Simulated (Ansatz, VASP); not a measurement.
## Cross-check of LaAs between VASP and Ansatz

Aim: how closely do two programs agree when they are given the same cell, functional and k mesh? The cell is generated by rule, not measured, and may not be a known phase. The cell is taken from a series of runs on this material, whose earlier steps may have relaxed, scaled, displaced or heated it; both programs get it as it stands.

Calculated with Ansatz 0.2.0; plane waves, with VASP 6.6.1 beside it; zone-centre phonons at PBEsol.

The structure was built from a prototype and need not be the compound's stable phase.

**1. The starting structure**

The structure is cubic, space group Pm-3m (No. 221). Conventional cell: a = 3.686 Å, b = 3.686 Å, c = 3.686 Å, α = 90.00°, β = 90.00°, γ = 90.00°. Nearest to La lie 8 As at 3.19 Å. Nearest to As lie 8 La at 3.19 Å. Farther neighbours are not listed.

**2. Ansatz: zone-centre phonons, PBEsol**

Ansatz runs on its default PAW (the set named soft_2) files.

Second derivatives magnify differences that forces hide, and they need a tight electronic threshold.

File input.yaml:

```yaml
crystal:
  lattice:
    - [3.6857417172, 0.0, 0.0]
    - [0.0, 3.6857417172, 0.0]
    - [0.0, 0.0, 3.6857417172]
  atoms:
    - { symbol: La, position: [0.0, 0.0, 0.0] }
    - { symbol: As, position: [0.5, 0.5, 0.5] }
kpoints:
  mp_grid: { grid: [12, 12, 12] }
hamiltonian:
  xc: pbesol
scf:
  occupations: { method: methfessel_paxton, width: 0.15 }
output:
  eigenvalues: true
phonons:
  method: dfpt
```

The run is started by

```
ansatz run input.yaml --threads 4 --pin off --max-ram 7168MiB --backend cpu --events-out ev --progress --plain --runs-dir out
```

Numbers of over 12 decimals in the logs are rounded to 6 here.

The log of the run:

```text
Engine: ansatz 0.2.0, aarch64-unknown-linux-gnu
Pseudopotentials: kind: paw
Pseudopotential: La, paw, valence charge 11, recommended cutoff 420 eV (normal), La.paw.azcp
Pseudopotential: As, paw, valence charge 15, recommended cutoff 420 eV (normal), As.paw.azcp
Functional definition: PBEsol
  exchange = pbesol_x
  correlation = pbesol_c
Crystal: 2 atoms, lattice volume = 50.070 Å³
Basis set: ecut = 420 eV, 949 PW (Γ), exchange–correlation on 50×50×50 points (8 copies of the dense FFT grid, shifted against one another)
Bands: 17, of which v1, the nominal top of the filled ones, is band 13 counted from 1 (12 counted from 0)
Symmetry: 48 space group operations
k-points: 196 of 1728 (irreducible under 8 space group operations, time reversal used)
Non-local potential: La, projectors of the file, l = 0: 3, l = 1: 2, l = 2: 2, l = 3: 3
Non-local potential: As, projectors of the file, l = 0: 2, l = 1: 2, l = 2: 3, l = 3: 1
PAW form: soft (Blöchl's): semilocal exchange-correlation on the pseudo side does not see the compensation charge
PAW frozen core: La, regenerated for the run's functional, and the local potential with it (the file was generated under x = pbe(κ = 0.804, μ = 0.219515), c = pbe(β = 0.066725))
PAW frozen core: As, regenerated for the run's functional, and the local potential with it (the file was generated under x = pbe(κ = 0.804, μ = 0.219515), c = pbe(β = 0.066725))
PAW one-centre angular grid: La, 590 points (default); XC on 64 Gauss nodes
PAW one-centre angular grid: As, 590 points (default); XC on 64 Gauss nodes
Initial density: superposition of atomic densities (neutral atoms: chi_scale 0, normalization atom), corrected by the library's trained network
Initial wavefunctions: pseudopotential atomic-orbital guess
Functional: x = pbesol(κ = 0.804, μ = 0.123457), c = pbesol(β = 0.046)
SCF iter   1: F=—  HF=-10976.752202 eV  |F-HF|=—  |Δ(HF+E_count)|=         —  Δρ=6.34e-3  dr2=2.94e-2  ethr=1.77e-3  ⟨swp⟩=4.0  Hψ=13036  notcnv=0
preconditioner: auto → Kerker (q_TF=auto, 2.446 Å⁻¹)  [metal: Δε(μ)=0.045 eV  Ē_g=10.908 eV  σ=0.150 eV  W_gap=0.25  n_scr=18 (ndim 8)  ℏωp=19.6 eV  f_vac=0.000  D(μ)=0.83/eV (n_scr^D=6)]
SCF iter   2: F=—  HF=-10976.747046 eV  |F-HF|=—  |Δ(HF+E_count)|=   5.16e-3  S|Δr|=    0.00e0  Δρ=3.67e-3  dr2=9.01e-3  ethr=1.13e-4  ⟨swp⟩=1.0  Hψ=4900  notcnv=0
SCF iter   3: F=—  HF=-10976.745320 eV  |F-HF|=—  |Δ(HF+E_count)|=   1.73e-3  S|Δr|=    0.00e0  Δρ=7.62e-4  dr2=3.39e-4  ethr=3.47e-5  ⟨swp⟩=2.0  Hψ=6603  notcnv=0
SCF iter   4: F=—  HF=-10976.745126 eV  |F-HF|=—  |Δ(HF+E_count)|=   1.94e-4  S|Δr|=    0.00e0  Δρ=4.57e-4  dr2=7.59e-5  ethr=1.30e-6  ⟨swp⟩=2.0  Hψ=5880  notcnv=0
SCF iter   5: F=—  HF=-10976.745145 eV  |F-HF|=—  |Δ(HF+E_count)|=   1.90e-5  S|Δr|=    0.00e0  Δρ=9.20e-5  dr2=3.30e-6  ethr=2.92e-7  ⟨swp⟩=2.1  Hψ=5850  notcnv=0
SCF iter   6: F=—  HF=-10976.745144 eV  |F-HF|=—  |Δ(HF+E_count)|=   4.76e-7  S|Δr|=    0.00e0  Δρ=2.49e-5  dr2=1.81e-7  ethr=1.27e-8  ⟨swp⟩=2.0  Hψ=5776  notcnv=0
SCF iter   7: F=—  HF=-10976.745144 eV  |F-HF|=—  |Δ(HF+E_count)|=   2.60e-7  S|Δr|=    0.00e0  Δρ=2.49e-6  dr2=1.96e-9  ethr=6.98e-10  ⟨swp⟩=2.4  Hψ=5337  notcnv=0
SCF iter   8: F=—  HF=-10976.745144 eV  |F-HF|=—  |Δ(HF+E_count)|=  8.28e-10  S|Δr|=    0.00e0  Δρ=4.39e-7  dr2=8.79e-11  ethr=7.55e-12  ⟨swp⟩=2.0  Hψ=4118  notcnv=0
SCF iter   9: F=-10976.745144 eV  HF=-10976.745144 eV  |F-HF|=5.46e-12  |Δ(HF+E_count)|=  9.09e-12  S|Δr|=    0.00e0  Δρ=9.78e-8  dr2=2.41e-12  ethr=1.00e-12  ⟨swp⟩=6.0  Hψ=15737  notcnv=0
SCF 1 converged in 9 iterations: F = -10976.745144 eV  dr2 = 2.41e-12
  greatest PAW one-centre occupation: 0.999 electrons in one spin orbital (limit 2), on the As atom at site 1 (counted from 0), in its partial waves of l = 2
DFPT response loops at Γ: preconditioner auto → Kerker (q_TF=auto, 2.446 Å⁻¹) (partly filled bands, converged f_vac=0.000); β = 1.00, the filter's whole step (`scf.mixing.beta` (0.50) is not read by the response loops under this deck's `scf.mixing.preconditioner`; to damp them name `kerker` or `kerker_dos`, under which they read `scf.mixing.beta`, and type it under 1.00, their step now; both keys bind the ground state too); Broyden in place of MSR1
SCF converged after 9 iterations
Stability not checked: this state was not tested for a lower state beside it, because cold or Methfessel-Paxton smearing, or corrected tetrahedra, fill the levels in a way that the test cannot read (fill_not_monotonic; see scf.lower_state_search)
Free energy (F): -10976.745144 eV
Harris-Foulkes:  -10976.745144 eV  (|F-HF|=5.46e-12)
Internal energy: -10976.745759 eV  (E = F + TS)
E sigma→0 (E₀):  -10976.745298 eV
Entropy (-TS):   0.000615 eV (0.308 meV/atom)
Fermi energy:    12.564583 eV
Step filling:    the computed levels leave a gap of 0.0000 eV = 0.0 smearing widths at the electron count; against every level under it full and every level over it empty, smearing changes F+E_penalty+E_count by -0.580 meV and its σ→0 estimate by -0.733 meV
--- Per-component energies (eV) ---
  E_band       = -209.801385
  E_kinetic    = 297.164094
  E_local      = -1985.300635  (includes V_loc(G=0)·N_el)
  E_nonlocal   = -569.719669
  E_hartree    = 1055.798173
  E_xc         = -218.145899
  E_vxc        = -228.003234  (∫ρ·V_xc dr)
  E_paw        = -7123.037713  (= ΣΔE_a)
  E_vpaw       = 164.461734  (= ΣTr[D̂ρ^β])
  E_aug_tail   = 0.000007  (compensation charges beyond the density's cutoff)
  E_ewald      = -2434.640055
  E_core_change = 1.135938  (= ΣΔE_core)
  E_smearing   = 0.000615  (= −TS)
  E_closure    = -0.000000  (closes the sum)
  Σ components = -10976.745144   (vs F -10976.745144, Δ=0.00e0)
--- Band table (eV; the first three rows and the last of 196) ---
  k-point 0: bands = [... 9 lower, 1.7949, 11.7315, 11.7315, 12.8529, 12.8529, 12.8529, 14.7764, 14.7764]
  k-point 1: bands = [... 9 lower, 1.8968, 11.5574, 11.7775, 12.7756, 12.7756, 12.8426, 14.7553, 14.7754]
  k-point 2: bands = [... 9 lower, 2.1711, 10.8877, 11.9109, 12.5617, 12.5617, 13.1861, 14.6903, 14.7742]
  k-point 195: bands = [... 9 lower, 3.7399, 8.5808, 8.5808, 8.5808, 14.8044, 14.8044, 14.8044, 15.1147]
--- Phonons (Γ-DFPT): 2 representative perturbations + reference, on 196 of 1728 k-points (Σ response iterations 6) ---
  k mesh reduced under 8 symmetry operations, with k and −k counted as one. Each operation leaves every solved perturbation unchanged. A smaller set is not used because it would not reduce the number of displacements times k-points to solve
  ASR residual: 1.206e-4 → 0.000e0 eV/Å²; symmetrization residual: 3.000e-6 eV/Å²
  ASR residual per site (eV/Å²): 1.06e-4 1.21e-4
  Γ frequencies (cm⁻¹): 0.00 0.00 0.00 87.64 87.64 87.64
  non-analytic LO–TO correction: not included (Born effective charges unavailable; polar crystals: no LO–TO splitting at Γ)
```

In the SCF lines HF is the Harris–Foulkes energy and dr2 the Hartree energy of the density residual, in eV; the loop may stop once dr2 is under the threshold and the program's other checks hold. Hψ counts applications of the Hamiltonian.

**3. VASP: zone-centre phonons, PBEsol**

The same cell, functional, mesh and smearing now go to VASP, with its own data sets.

Lines of VASP's logs that name or quote its potential files are left out, and so is its time.

File INCAR:

```
SYSTEM = LaAs
PREC = Accurate
ENCUT = 500
EDIFF = 1E-08
NELM = 200
ISMEAR = 1
SIGMA = 0.15
LREAL = .FALSE.
ALGO = Normal
GGA = PS
NBANDS = 14
LASPH = .TRUE.
LORBIT = 11
LWAVE = .FALSE.
LCHARG = .FALSE.
ISIF = 2
IBRION = 8
GGA_COMPAT = .FALSE.
LMAXMIX = 6
KPAR = 2
```

File POSCAR:

```
LaAs
1.0
    3.6857417172      0.0000000000      0.0000000000
    0.0000000000      3.6857417172      0.0000000000
    0.0000000000      0.0000000000      3.6857417172
La As
1 1
Direct
    0.0000000000      0.0000000000      0.0000000000
    0.5000000000      0.5000000000      0.5000000000
```

File KPOINTS:

```
Automatic mesh
0
Gamma
12 12 12
0 0 0
```

PAW data sets: La and As (PBE family, release 64).

The run is started by

```
mpirun -np 2 vasp_std
```

The log of the run:

```text
[banner, memory and clock lines left out]
running    2 mpi-ranks, on    1 nodes
 distrk:  each k-point on    1 cores,    2 groups
 distr:  one band on    1 cores,    1 groups

 POSCAR found type information on POSCAR LaAs
 POSCAR found :  2 types and       2 ions
|                                                                             |
|               ----> ADVICE to this user running VASP <----                  |
|                                                                             |
|     You enforced a specific xc type in the INCAR file but a different       |
|     [... a line on the potential file left out ...]
|     I HOPE YOU KNOW WHAT YOU ARE DOING!                                     |
|                                                                             |

 LDA part: xc-table for (Slater+PW92), standard interpolation
 POSCAR, INCAR and KPOINTS ok, starting setup
 FFT: planning ... GRIDC
 FFT: planning ... GRID_SOFT
 FFT: planning ... GRID
 WAVECAR not read
 entering main loop
       N       E                     dE             d eps       ncg     rms          rms(c)
DAV:   1     0.128044713682E+03    0.12804E+03   -0.56631E+03  2352   0.146E+03
DAV:   2    -0.111822468650E+01   -0.12916E+03   -0.12076E+03  3024   0.214E+02
DAV:   3    -0.125463447129E+02   -0.11428E+02   -0.11010E+02  3444   0.101E+02
DAV:   4    -0.130503862519E+02   -0.50404E+00   -0.49294E+00  4292   0.158E+01
DAV:   5    -0.130765401946E+02   -0.26154E-01   -0.26096E-01  3386   0.331E+00    0.322E+00
DAV:   6    -0.129224490373E+02    0.15409E+00   -0.51662E-01  4108   0.384E+00    0.189E+00
DAV:   7    -0.129018790513E+02    0.20570E-01   -0.26214E-02  3976   0.159E+00    0.903E-01
DAV:   8    -0.128984752499E+02    0.34038E-02   -0.10572E-02  3438   0.106E+00    0.178E-01
DAV:   9    -0.128989133068E+02   -0.43806E-03   -0.41710E-03  4318   0.650E-01    0.890E-02
DAV:  10    -0.128988756889E+02    0.37618E-04   -0.46994E-04  4232   0.179E-01    0.467E-02
DAV:  11    -0.128989755396E+02   -0.99851E-04   -0.55504E-04  3094   0.161E-01    0.156E-02
DAV:  12    -0.128989831528E+02   -0.76132E-05   -0.65042E-05  4562   0.771E-02    0.139E-02
DAV:  13    -0.128989878764E+02   -0.47235E-05   -0.96247E-05  3278   0.703E-02    0.463E-03
DAV:  14    -0.128989890236E+02   -0.11472E-05   -0.11785E-05  3928   0.362E-02    0.341E-03
DAV:  15    -0.128989891643E+02   -0.14070E-06   -0.14691E-06  3498   0.832E-03    0.123E-03
DAV:  16    -0.128989891242E+02    0.40088E-07   -0.10966E-07  4078   0.290E-03    0.808E-04
DAV:  17    -0.128989891059E+02    0.18266E-07   -0.84761E-08  2960   0.200E-03    0.284E-04
DAV:  18    -0.128989890938E+02    0.12084E-07   -0.19885E-08  3058   0.957E-04    0.106E-04
DAV:  19    -0.128989890888E+02    0.49747E-08   -0.14844E-09  1878   0.440E-04
   1 F= -.12898989E+02 E0= -.12899110E+02  d E =0.363768E-03
 Linear response reoptimize wavefunctions to high precision
DAV:   1    -0.128989890870E+02    0.18745E-08   -0.47581E-09  2870   0.369E-04
DAV:   2    -0.128989890869E+02    0.32514E-10   -0.20846E-10  1956   0.198E-04
 Linear response DOF=           2
 Linear response progress:
  Degree of freedom:   1/  2
       N       E                     dE             d eps       ncg     rms          rms(c)
RMM:   1    -0.260119784610E+00   -0.26012E+00   -0.95137E-02  9032   0.197E+01
RMM:   2    -0.253307637156E+00    0.68121E-02   -0.88548E-02  9139   0.300E+00    0.104E-01
RMM:   3    -0.255649427515E+00   -0.23418E-02   -0.35460E-02 11685   0.121E+00    0.605E-02
RMM:   4    -0.256989940839E+00   -0.13405E-02   -0.92306E-03 12846   0.466E-01    0.605E-02
RMM:   5    -0.258157570876E+00   -0.11676E-02   -0.22190E-03 11970   0.298E-01    0.268E-02
RMM:   6    -0.258743498807E+00   -0.58593E-03   -0.10207E-03 13249   0.156E-01    0.115E-02
RMM:   7    -0.258528098593E+00    0.21540E-03   -0.48016E-04 12042   0.107E-01    0.158E-02
RMM:   8    -0.258749812439E+00   -0.22171E-03   -0.12148E-04 12741   0.593E-02    0.811E-03
RMM:   9    -0.258934828798E+00   -0.18502E-03   -0.62121E-05 12895   0.440E-02    0.205E-03
RMM:  10    -0.258985940348E+00   -0.51112E-04   -0.29193E-05 13854   0.237E-02    0.486E-04
RMM:  11    -0.258981486714E+00    0.44536E-05   -0.17273E-05 13695   0.134E-02    0.485E-04
RMM:  12    -0.258980500123E+00    0.98659E-06   -0.12277E-05 13400   0.865E-03    0.291E-04
RMM:  13    -0.258986164799E+00   -0.56647E-05   -0.79538E-06 13646   0.560E-03    0.275E-04
RMM:  14    -0.258991174336E+00   -0.50095E-05   -0.80494E-06 13713   0.367E-03    0.421E-05
[...]
RMM:  26    -0.258995037126E+00   -0.29281E-07   -0.32133E-07 13903   0.240E-04    0.409E-06
RMM:  27    -0.258995050720E+00   -0.13595E-07   -0.23318E-07 13630   0.228E-04    0.317E-06
RMM:  28    -0.258995095617E+00   -0.44897E-07   -0.19923E-07 13290   0.216E-04    0.505E-06
RMM:  29    -0.258995129184E+00   -0.33567E-07   -0.14968E-07 13670   0.209E-04    0.691E-06
RMM:  30    -0.258995120736E+00    0.84483E-08   -0.12939E-07 13285   0.199E-04    0.418E-06
RMM:  31    -0.258995103318E+00    0.17418E-07   -0.98056E-08 12990   0.195E-04    0.162E-06
RMM:  32    -0.258995091539E+00    0.11779E-07   -0.85748E-08 13007   0.191E-04    0.508E-07
RMM:  33    -0.258995096664E+00   -0.51247E-08   -0.66531E-08 12329   0.188E-04    0.493E-07
 first order change of Fermi-energy  -0.26732E-03
 force on displaced ion       1 direction 1 :  -1.483  -0.000   0.000
 Linear response progress:
  Degree of freedom:   2/  2
       N       E                     dE             d eps       ncg     rms          rms(c)
RMM:   1    -0.461350049680E-01   -0.46135E-01    0.34376E-02 13788   0.970E-01
RMM:   2    -0.454690581331E-01    0.66595E-03   -0.46419E-03  9840   0.626E-01    0.757E-02
RMM:   3    -0.459676904790E-01   -0.49863E-03   -0.16775E-03 11657   0.200E-01    0.450E-02
RMM:   4    -0.465304245294E-01   -0.56273E-03   -0.43116E-04 11031   0.168E-01    0.115E-02
RMM:   5    -0.464038620816E-01    0.12656E-03   -0.96794E-05 11297   0.734E-02    0.823E-03
RMM:   6    -0.465148342323E-01   -0.11097E-03   -0.53521E-05 12691   0.295E-02    0.189E-03
RMM:   7    -0.465222547357E-01   -0.74205E-05   -0.85340E-06 12719   0.147E-02    0.157E-03
RMM:   8    -0.465343906379E-01   -0.12136E-04   -0.35599E-06 12546   0.885E-03    0.342E-04
RMM:   9    -0.465325081899E-01    0.18824E-05   -0.90139E-07 13365   0.410E-03    0.326E-04
RMM:  10    -0.465337875993E-01   -0.12794E-05   -0.32339E-07 13381   0.227E-03    0.140E-04
RMM:  11    -0.465342789020E-01   -0.49130E-06   -0.78709E-08 13396   0.133E-03    0.564E-05
RMM:  12    -0.465343944162E-01   -0.11551E-06    0.22325E-08 12953   0.771E-04    0.496E-05
RMM:  13    -0.465345922370E-01   -0.19782E-06   -0.16592E-08 13100   0.503E-04    0.108E-05
RMM:  14    -0.465345048078E-01    0.87429E-07   -0.70763E-08 13416   0.311E-04    0.229E-05
RMM:  15    -0.465345535023E-01   -0.48695E-07    0.19126E-08 13283   0.214E-04    0.565E-06
RMM:  16    -0.465345518583E-01    0.16440E-08   -0.37963E-08 13430   0.153E-04    0.438E-06
 first order change of Fermi-energy   0.75547E-04
 force on displaced ion       2 direction 1 :  -1.465  -0.000   0.000
 Linear response finished
```

(Continued in part 2 of 2.)

[Lines on the potential files, build, host, timing and source positions are cut from VASP's logs without a mark.]

[Logs are printed without paths, hosts, clocks, repeated set-up lines and the standing remarks that a program may print on its own settings, such as how far it seeks lower states.]

[Hosts, paths, dates, database ids (printed as entryN), source tags and the programs' standing remarks are cut or masked in the printed files.]
